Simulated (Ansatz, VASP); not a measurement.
## Cross-check of Ta (Ta(111)) between VASP and Ansatz

Aim: how closely do two programs agree when they are given the same cell, functional and k mesh? The structure shown is the end of the VASP relaxation below.

Program: Ansatz 0.2.0. Level of theory: plane waves, with VASP 6.6.1 beside it; single point at PBEsol. Results are calculated unless marked as measured.

## (1) The starting structure

The cell holds 11 atoms: 11 Ta. Cell: a = 4.629 Å, b = 4.629 Å, c = 24.450 Å, α = 90.0°, β = 90.0°, γ = 60.0°. It derives from Ta. As first built, before any earlier steps moved the atoms: 11 layers of bcc Ta, cut at this functional's lattice. Vacuum lies along c.

## (2) VASP: relaxation, PBEsol

This run makes the geometry at which the two programs are then compared.

Lines of VASP's logs that name or quote its potential files are left out, and so is its time.

Input file INCAR:

```
SYSTEM = Ta
PREC = Normal
ENCUT = 320
EDIFF = 1E-05
NELM = 120
ISMEAR = 1
SIGMA = 0.15
LREAL = .FALSE.
ALGO = Fast
GGA = PS
NBANDS = 38
LORBIT = 11
LWAVE = .FALSE.
LCHARG = .FALSE.
KPAR = 4
IBRION = 2
NSW = 40
ISIF = 2
EDIFFG = -0.03
POTIM = 0.4
MAXMIX = 40
```

Input file POSCAR:

```
Ta
1.0
    4.6293469158      0.0000000000      0.0000000000
    2.3146734579      4.0091320320      0.0000000000
    0.0000000000      0.0000000000     24.4496148216
Ta
11
Direct
    0.6666666700      0.6666666700      0.3067533000
    0.0000000000      0.0000000000      0.3454026400
    0.3333333300      0.3333333300      0.3840519800
    0.6666666700      0.6666666700      0.4227013200
    0.0000000000      0.0000000000      0.4613506600
    0.3333333300      0.3333333300      0.5000000000
    0.6666666700      0.6666666700      0.5386493400
    0.0000000000      0.0000000000      0.5772986800
    0.3333333300      0.3333333300      0.6159480200
    0.6666666700      0.6666666700      0.6545973600
    0.0000000000      0.0000000000      0.6932467000
```

Input file KPOINTS:

```
Automatic mesh
0
Gamma
9 9 1
0 0 0
```

PAW data sets: Ta (PBE family, release 64).

Command:

```bash
mpirun -np 4 vasp_std
```

Numbers of over 12 decimals in the logs are rounded to 6 here.

The program printed:

```text
[banner, memory and clock lines left out]
running    4 mpi-ranks, on    1 nodes
 distrk:  each k-point on    1 cores,    4 groups
 distr:  one band on    1 cores,    1 groups

 POSCAR found type information on POSCAR Ta
 POSCAR found :  1 types and      11 ions
|                                                                             |
|               ----> ADVICE to this user running VASP <----                  |
|                                                                             |
|     You enforced a specific xc type in the INCAR file but a different       |
|     [... a line on the potential file left out ...]
|     I HOPE YOU KNOW WHAT YOU ARE DOING!                                     |
|                                                                             |

 LDA part: xc-table for (Slater+PW92), standard interpolation
 POSCAR, INCAR and KPOINTS ok, starting setup
 FFT: planning ... GRIDC
 FFT: planning ... GRID_SOFT
 FFT: planning ... GRID
 WAVECAR not read
 entering main loop
       N       E                     dE             d eps       ncg     rms          rms(c)
DAV:   1     0.150941269100E+03    0.15094E+03   -0.14934E+04   912   0.755E+02
DAV:   2    -0.112698909008E+03   -0.26364E+03   -0.24759E+03  1276   0.166E+02
DAV:   3    -0.142672348541E+03   -0.29973E+02   -0.28515E+02  1144   0.580E+01
DAV:   4    -0.144981636148E+03   -0.23093E+01   -0.22829E+01  1520   0.150E+01
DAV:   5    -0.145033580640E+03   -0.51944E-01   -0.51814E-01  1408   0.249E+00    0.469E+01
RMM:   6    -0.163164914255E+03   -0.18131E+02   -0.20323E+02  1290   0.289E+01    0.245E+01
RMM:   7    -0.147302249207E+03    0.15863E+02   -0.86312E+01   960   0.243E+01    0.197E+01
RMM:   8    -0.131219655832E+03    0.16083E+02   -0.98371E+00   922   0.117E+01    0.549E+00
RMM:   9    -0.130791189057E+03    0.42847E+00   -0.56767E+00  1087   0.647E+00    0.255E+00
RMM:  10    -0.130979320645E+03   -0.18813E+00   -0.11175E+00  1045   0.332E+00    0.245E+00
RMM:  11    -0.131041796657E+03   -0.62476E-01   -0.16648E+00  1213   0.252E+00    0.243E+00
RMM:  12    -0.130812288125E+03    0.22951E+00   -0.29730E-01  1053   0.155E+00    0.614E-01
RMM:  13    -0.130823872997E+03   -0.11585E-01   -0.19108E-01  1273   0.975E-01    0.419E-01
RMM:  14    -0.130827683186E+03   -0.38102E-02   -0.39773E-02  1150   0.479E-01    0.323E-01
[...]
RMM:  20    -0.130827841125E+03    0.61386E-04   -0.98246E-05   898   0.281E-02    0.203E-02
RMM:  21    -0.130827940549E+03   -0.99424E-04   -0.14538E-04  1021   0.251E-02    0.227E-02
RMM:  22    -0.130828011303E+03   -0.70755E-04   -0.26463E-05   666   0.182E-02    0.600E-03
RMM:  23    -0.130828070466E+03   -0.59162E-04   -0.12058E-05   588   0.107E-02    0.320E-03
RMM:  24    -0.130828123029E+03   -0.52563E-04   -0.56028E-06   546   0.719E-03    0.331E-03
RMM:  25    -0.130828156249E+03   -0.33221E-04   -0.35808E-06   501   0.582E-03    0.111E-03
RMM:  26    -0.130828169041E+03   -0.12792E-04   -0.21353E-06   434   0.471E-03    0.770E-04
RMM:  27    -0.130828174084E+03   -0.50432E-05   -0.88014E-07   350   0.392E-03
   1 F= -.13082817E+03 E0= -.13082726E+03  d E =-.130828E+03
[... from here on, the cycles between the ionic steps are left out ...]
   4 F= -.13158791E+03 E0= -.13158607E+03  d E =-.759734E+00
   5 F= -.13166204E+03 E0= -.13166016E+03  d E =-.741281E-01
   6 F= -.13169936E+03 E0= -.13169852E+03  d E =-.111451E+00
   7 F= -.13172943E+03 E0= -.13173017E+03  d E =-.300688E-01
   8 F= -.13174280E+03 E0= -.13174705E+03  d E =-.434435E-01
   9 F= -.13174923E+03 E0= -.13175297E+03  d E =-.642621E-02
  10 F= -.13174960E+03 E0= -.13175320E+03  d E =-.680100E-02
  11 F= -.13175324E+03 E0= -.13175595E+03  d E =-.364104E-02
  12 F= -.13175344E+03 E0= -.13175589E+03  d E =-.383868E-02
 curvature:  -2.11 expect dE=-0.968E-03 dE for cont linesearch -0.928E-06
 trial: gam= 0.22171 g(F)=  0.459E-03 g(S)=  0.000E+00 ort =-0.438E-04 (trialstep = 0.225E+01)
 search vector abs. value=  0.654E-03
 bond charge predicted
       N       E                     dE             d eps       ncg     rms          rms(c)
DAV:   1    -0.131753965304E+03   -0.52393E-03   -0.24615E-01   924   0.193E+00    0.105E-01
RMM:   2    -0.131753913638E+03    0.51666E-04   -0.18830E-03   947   0.169E-01    0.869E-02
RMM:   3    -0.131754031982E+03   -0.11834E-03   -0.94893E-04  1122   0.870E-02    0.538E-02
RMM:   4    -0.131753829917E+03    0.20207E-03   -0.37300E-04  1097   0.541E-02    0.353E-02
RMM:   5    -0.131753891757E+03   -0.61840E-04   -0.23253E-04  1168   0.370E-02    0.222E-02
RMM:   6    -0.131753880217E+03    0.11540E-04   -0.53888E-05   776   0.217E-02    0.151E-02
RMM:   7    -0.131753967800E+03   -0.87583E-04   -0.37121E-05   665   0.171E-02    0.688E-03
RMM:   8    -0.131753981268E+03   -0.13469E-04   -0.20246E-05   580   0.136E-02    0.447E-03
RMM:   9    -0.131753986972E+03   -0.57039E-05   -0.89021E-06   560   0.941E-03
  13 F= -.13175399E+03 E0= -.13175630E+03  d E =-.544366E-03
 trial-energy change:   -0.000544  1 .order   -0.000523   -0.001009   -0.000036
 step:   2.3308(harm=  2.3308)  dis= 0.00547  next Energy=  -131.753966 (dE=-0.523E-03)
 reached required accuracy - stopping structural energy minimisation
```

From OUTCAR (step 2):

```text
ion  position               nearest neighbor table
   1  0.667  0.667  0.307-   2 2.83   4 2.83   2 2.83   2 2.83   3 3.27   3 3.27   3 3.27
   2  0.000  0.000  0.345-   3 2.83   1 2.83   5 2.83   3 2.83   1 2.83   3 2.83   1 2.83   4 3.27
                             4 3.27   4 3.27
   3  0.333  0.333  0.384-   4 2.83   2 2.83   4 2.83   6 2.83   2 2.83   2 2.83   4 2.83   1 3.27
                             5 3.27   1 3.27   5 3.27   5 3.27   1 3.27
   4  0.667  0.667  0.423-   3 2.83   5 2.83   3 2.83   7 2.83   1 2.83   5 2.83   5 2.83   3 2.83
                             6 3.27   2 3.27   6 3.27   2 3.27   2 3.27   6 3.27
   5  0.000  0.000  0.461-   4 2.83   6 2.83   2 2.83   8 2.83   4 2.83   6 2.83   4 2.83   6 2.83
                             7 3.27   3 3.27   7 3.27   3 3.27   3 3.27   7 3.27
   6  0.333  0.333  0.500-   7 2.83   5 2.83   7 2.83   3 2.83   9 2.83   5 2.83   5 2.83   7 2.83
                             4 3.27   8 3.27   4 3.27   8 3.27   8 3.27   4 3.27
   7  0.667  0.667  0.539-   6 2.83   8 2.83   6 2.83   4 2.83  10 2.83   8 2.83   8 2.83   6 2.83
                             9 3.27   5 3.27   9 3.27   5 3.27   5 3.27   9 3.27
   8  0.000  0.000  0.577-   7 2.83   9 2.83   5 2.83  11 2.83   7 2.83   9 2.83   7 2.83   9 2.83
                            10 3.27   6 3.27  10 3.27   6 3.27   6 3.27  10 3.27
   9  0.333  0.333  0.616-  10 2.83   8 2.83  10 2.83   6 2.83   8 2.83   8 2.83  10 2.83   7 3.27
                             7 3.27  11 3.27  11 3.27  11 3.27   7 3.27
  10  0.667  0.667  0.655-   9 2.83   9 2.83  11 2.83   7 2.83  11 2.83  11 2.83   9 2.83   8 3.27
                             8 3.27   8 3.27
  11  0.000  0.000  0.693-  10 2.83   8 2.83  10 2.83  10 2.83   9 3.27   9 3.27   9 3.27

  LATTYP: Found a hexagonal cell.
 ALAT       =     4.6293469158
 C/A-ratio  =     5.2814393188

 Subroutine GETGRP returns: Found 12 space group operations
 (whereof  6 operations were pure point group operations)

The static configuration has the point symmetry C_3v.
 The point group associated with its full space group is D_3d.

 Found     12 irreducible k-points:

   k-points           NKPTS =     12   k-points in BZ     NKDIM =     12   number of bands    NBANDS=     38

   dimension x,y,z NGX =    20 NGY =   20 NGZ =  108
   dimension x,y,z NGXF=    40 NGYF=   40 NGZF=  216

   ENCUT  =  320.0 eV  23.52 Ry    4.85 a.u.   6.75  6.75 35.66*2*pi/ulx,y,z

   NELECT =      55.0000    total number of electrons

 k-points in reciprocal lattice and weights: Automatic mesh
   0.00000000  0.00000000  0.00000000       0.012
   0.11111111 -0.00000000  0.00000000       0.074
   0.22222222  0.00000000  0.00000000       0.074
   0.33333333  0.00000000  0.00000000       0.074
   0.44444444  0.00000000  0.00000000       0.074
   0.22222222  0.11111111  0.00000000       0.074
   0.33333333  0.11111111  0.00000000       0.148
   0.44444444  0.11111111  0.00000000       0.148
  -0.44444444  0.11111111  0.00000000       0.074
   0.44444444  0.22222222  0.00000000       0.074
  -0.44444444  0.22222222  0.00000000       0.148
  -0.33333333  0.33333333  0.00000000       0.025

 average (electrostatic) potential at core
       1 -40.5224       2 -39.9128       3 -40.3269       4 -39.8505       5 -39.7516
       6 -40.0877       7 -39.7516       8 -39.8505       9 -40.3269      10 -39.9129
      11 -40.5224

 E-fermi :   0.2910

 k-point     1 :       0.0000    0.0000    0.0000
  band No.  band energies     occupation
    ...
     24      -0.5698      2.00000
     25      -0.0672      2.00377
     26      -0.0672      2.00377
     27      -0.0060      2.01707
     28       0.1822      1.93652
     29       0.3651      0.26575
     30       0.5429     -0.03890
     31       0.5429     -0.03890
     32       0.8622     -0.00000
     33       0.8622     -0.00000
    ...

 k-point     2 :       0.1111   -0.0000    0.0000
  band No.  band energies     occupation
    ...
     23      -0.3885      2.00000
     24      -0.3668      2.00000
     25      -0.0288      2.01020
     26       0.0040      2.02095
     27       0.0813      2.06371
     28       0.3639      0.27470
     29       0.4873     -0.06897
     30       0.5684     -0.02521
     31       0.6791     -0.00155
     32       0.8452     -0.00000
    ...

 k-point     3 :       0.2222    0.0000    0.0000
  band No.  band energies     occupation
    ...
     23      -0.2300      2.00001
     24      -0.0163      2.01363
     25       0.0866      2.06611
     26       0.0937      2.06869
     27       0.2331      1.60229
     28       0.4789     -0.07068
     29       0.7247     -0.00034
     30       0.8301     -0.00000
     31       0.8594     -0.00000
     32       0.9168     -0.00000
    ...

  Total       -4.1655491     -4.1655491     -0.4052273      0.0000000      0.0000000      0.0000000
  in kB      -14.7075634    -14.7075634     -1.4307614      0.0000000      0.0000000      0.0000000
  external PRESSURE =     -10.2819627 kB  Pullay stress =       0.0000000 kB

  energy-cutoff  :      320.00
  volume of cell :      453.78
      direct lattice vectors                 reciprocal lattice vectors
     4.629346916  0.000000000  0.000000000     0.216013191 -0.124715274  0.000000000
     2.314673458  4.009132032  0.000000000     0.000000000  0.249430548  0.000000000
     0.000000000  0.000000000 24.449614822     0.000000000  0.000000000  0.040900440

 POSITION                                       TOTAL-FORCE (eV/Angst)
 -----------------------------------------------------------------------------------
      4.62935      2.67275      7.83324         0.000000      0.000000      0.002068
      0.00000      0.00000      8.50860        -0.000000     -0.000000     -0.003157
      2.31467      1.33638      9.29833         0.000000      0.000000      0.002789
      4.62935      2.67275     10.41088        -0.000000      0.000000     -0.002522
      4.62935      0.00000     11.26920         0.000000      0.000000      0.004181
      2.31467      1.33638     12.22481        -0.000000      0.000000      0.000000
      4.62935      2.67275     13.18041        -0.000000      0.000000     -0.004181
      2.31467      4.00913     14.03873         0.000000      0.000000      0.002522
      2.31467      1.33638     15.15129         0.000000     -0.000000     -0.002789
      4.62935      2.67275     15.94102         0.000000      0.000000      0.003157
      4.62935      0.00000     16.61637        -0.000000     -0.000000     -0.002068
 -----------------------------------------------------------------------------------
    total drift:                               -0.000001     -0.000001     -0.000038

  FREE ENERGIE OF THE ION-ELECTRON SYSTEM (eV)
  ---------------------------------------------------
  free  energy   TOTEN  =      -131.7539869723 eV

  energy  without entropy=     -131.7609335848  energy(sigma->0) =     -131.75630251

 reached required accuracy - stopping structural energy minimisation

 total charge
# of ion       s       p       d       tot
------------------------------------------
    1        0.738   0.382   3.441   4.562
    2        0.736   0.553   3.600   4.888
    3        0.682   0.719   3.343   4.744
    4        0.700   0.743   3.567   5.011
    5        0.693   0.712   3.564   4.969
    6        0.691   0.761   3.374   4.825
    7        0.693   0.712   3.564   4.969
    8        0.700   0.743   3.567   5.011
    9        0.682   0.719   3.343   4.744
   10        0.736   0.553   3.600   4.888
   11        0.738   0.382   3.441   4.562
--------------------------------------------------
tot          7.789   6.980  38.405  53.175

[... 3 further parts left out ...]
```

CONTCAR:

```
Ta
   1.00000000000000
     4.6293469158000002    0.0000000000000000    0.0000000000000000
     2.3146734579000001    4.0091320320000001    0.0000000000000000
     0.0000000000000000    0.0000000000000000   24.4496148216000009
  Ta
    11
Direct
     0.6666666699999979    0.6666666699999979    0.3203831428961699
     0.0000000000000000    0.0000000000000000    0.3480053064392769
     0.3333333300000021    0.3333333300000021    0.3803056998511085
     0.6666666699999979    0.6666666699999979    0.4258097483653853
     1.0000000000000000    0.0000000000000000    0.4609154076187382
     0.3333333300000021    0.3333333300000021    0.5000000000000000
     0.6666666699999979    0.6666666699999979    0.5390845923812616
     0.0000000000000000    1.0000000000000000    0.5741902516346148
     0.3333333300000021    0.3333333300000021    0.6196943001488914
     0.6666666699999979    0.6666666699999979    0.6519946935607231
     1.0000000000000000    0.0000000000000000    0.6796168571038300
```

This run has no spin polarisation. Its electron count is odd, so without a moment it is a metal by construction. The data set Ta keeps the semicore shell frozen, which is cheaper and a little less accurate. The run keeps the 12 symmetry operations of its start, so it cannot find a distortion of lower symmetry.

[end of part 1 of 2]

[Lines on the potential files, build, host, timing and source positions are cut from VASP's logs without a mark.]

[Logs are printed without paths, hosts, clocks, repeated set-up lines and the standing remarks that a program may print on its own settings, such as how far it seeks lower states.]

[Hosts, paths, dates, database ids (printed as entryN), source tags and the programs' standing remarks are cut or masked in the printed files.]
